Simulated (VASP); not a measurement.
Calculation: r2SCAN meta-GGA, VASP's PBE PAW potentials (set 64) (plane waves; VASP).

Gaps are without spin-orbit coupling.

```yaml
volume_per_atom: 11.64 Å³/atom
band gap (over mesh and band path): 1.21 eV
smallest direct gap (over mesh and band path): 2.94 eV
hill_bulk_modulus: 171 GPa
hill_shear_modulus: 176 GPa
```

Task: Which relaxed crystal gives these values?
(A) P, Cmce (64)
(B) BP, P6_3mc (186)
(C) SrCuSeF, P4/nmm (129)
(D) Al2O3, Pnnm (58)

Result: B, BP, P6_3mc (186)
